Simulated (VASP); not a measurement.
Computed with r2SCAN meta-GGA, VASP's PBE PAW potentials (set 64) (plane waves; VASP). For the first row: Settings: 400 eV cut-off, 9×9×9 Γ-centred mesh, tetrahedra with Blöchl corrections, potentials Ti_sv Si.

```
system                    energy (eV/atom)
------------------------  ----------------
TiSi₂ (space group Fddd)          -10.6834
Ti (hcp)                          -12.9420
Si (diamond)                       -8.7749
```

The references are the elements' solids at the same level; no temperature or zero-point terms are added.

What is the formation energy per atom of TiSi2?

The references average (2×(-12.9420) + 4×(-8.7749))/6 = -10.1639 eV, so the formation energy is -10.6834 − (-10.1639) = -0.519 eV/atom.
